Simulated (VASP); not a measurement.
All values below come from r2SCAN meta-GGA, VASP's PBE PAW potentials (set 64) (plane waves; VASP).

VASP input:

### INCAR
```
SYSTEM = Li
PREC = Accurate
ENCUT = 520
EDIFF = 1E-7
NELM = 100
ALGO = Normal
LREAL = .FALSE.
LASPH = .TRUE.
ISMEAR = 1
SIGMA = 0.1
METAGGA = R2SCAN
LMIXTAU = .TRUE.
LWAVE = .FALSE.
LCHARG = .FALSE.
ISIF = 2
```

**KPOINTS**
```
Automatic mesh
0
G
 15 15 15
```

File POSCAR:
```
Li
1
   -1.6928506079     1.6928506079     1.6928506079
    1.6928506079    -1.6928506079     1.6928506079
    1.6928506079     1.6928506079    -1.6928506079
Li
1
Direct
  0.0000000000   0.0000000000   0.0000000000
```

POTCAR, in this order: Li_sv (PBE.64 set). Program: vasp_std.

Output

OSZICAR:
```
       N       E                     dE             d eps       ncg     rms          rms(c)
DAV:   1    -0.256329692373E-01   -0.25633E-01   -0.73332E+02  1205   0.430E+02
DAV:   2    -0.253377051059E+01   -0.25081E+01   -0.23442E+01  1700   0.635E+01
DAV:   3    -0.266049712003E+01   -0.12673E+00   -0.12536E+00  1565   0.998E+00
DAV:   4    -0.266222192903E+01   -0.17248E-02   -0.17247E-02  1530   0.121E+00
DAV:   5    -0.266223921144E+01   -0.17282E-04   -0.17282E-04  1575   0.106E-01    0.173E-01
DAV:   6    -0.221752615181E+01    0.44471E+00   -0.17153E-01  1745   0.301E+00    0.319E-01
DAV:   7    -0.233048889202E+01   -0.11296E+00   -0.33999E-02  1450   0.281E+00    0.243E-01
DAV:   8    -0.222443402634E+01    0.10605E+00   -0.55172E-02  1815   0.274E+00    0.535E-02
DAV:   9    -0.237891573405E+01   -0.15448E+00   -0.41444E-02  1385   0.275E+00    0.279E-02
DAV:  10    -0.237496991237E+01    0.39458E-02   -0.10491E-02  1200   0.168E+00    0.551E-02
DAV:  11    -0.237513106565E+01   -0.16115E-03   -0.19754E-03  1200   0.630E-01    0.102E-02
DAV:  12    -0.237444793751E+01    0.68313E-03   -0.23961E-04  1200   0.231E-01    0.462E-03
DAV:  13    -0.237442171110E+01    0.26226E-04   -0.83235E-05  1260   0.153E-01    0.280E-03
DAV:  14    -0.237443070810E+01   -0.89970E-05   -0.32333E-05  1305   0.924E-02    0.933E-04
DAV:  15    -0.237446422387E+01   -0.33516E-04   -0.22707E-06  1230   0.219E-02    0.289E-04
DAV:  16    -0.237445439345E+01    0.98304E-05   -0.40803E-07  1320   0.649E-03    0.350E-04
DAV:  17    -0.237445655818E+01   -0.21647E-05   -0.11600E-08  1465   0.146E-03    0.237E-04
DAV:  18    -0.237445811079E+01   -0.15526E-05   -0.52870E-09   690   0.112E-03    0.468E-05
DAV:  19    -0.237445826094E+01   -0.15015E-06   -0.16328E-09   640   0.652E-04    0.221E-05
DAV:  20    -0.237445797350E+01    0.28743E-06   -0.38919E-10   620   0.252E-04    0.176E-05
DAV:  21    -0.237445776330E+01    0.21020E-06   -0.96137E-11   605   0.997E-05    0.596E-06
DAV:  22    -0.237445771918E+01    0.44124E-07   -0.59810E-11   600   0.944E-05
   1 F= -.23744577E+01 E0= -.23744175E+01  d E =-.120710E-03
```

### OUTCAR
```
------------------------ aborting loop because EDIFF is reached ----------------------------------------
  FORCE on cell =-STRESS in cart. coord.  units (eV):
  Direction    XX          YY          ZZ          XY          YZ          ZX
  --------------------------------------------------------------------------------------
  Total        0.0673413      0.0673413      0.0673413     -0.0000000     -0.0000000     -0.0000000
  in kB        5.5600214      5.5600214      5.5600214     -0.0000000     -0.0000000     -0.0000000
  external PRESSURE =       5.5600214 kB  Pullay stress =       0.0000000 kB
  volume of cell :       19.41
      direct lattice vectors                 reciprocal lattice vectors
    -1.692850608  1.692850608  1.692850608     0.000000000  0.295359790  0.295359790
     1.692850608 -1.692850608  1.692850608     0.295359790  0.000000000  0.295359790
     1.692850608  1.692850608 -1.692850608     0.295359790  0.295359790  0.000000000
 POSITION                                       TOTAL-FORCE (eV/Angst)
 -----------------------------------------------------------------------------------
      0.00000      0.00000      0.00000        -0.000000     -0.000000     -0.000000
 -----------------------------------------------------------------------------------
    total drift:                               -0.000000      0.000000     -0.000000
  FREE ENERGIE OF THE ION-ELECTRON SYSTEM (eV)
  ---------------------------------------------------
  free  energy   TOTEN  =        -2.3744577192 eV

  energy  without entropy=       -2.3743370094  energy(sigma->0) =       -2.37441748
```
(Selected blocks of OUTCAR.)

The compound is Li in the bcc structure. This cell is one point of a volume scan, at 0.94 of the reference volume.
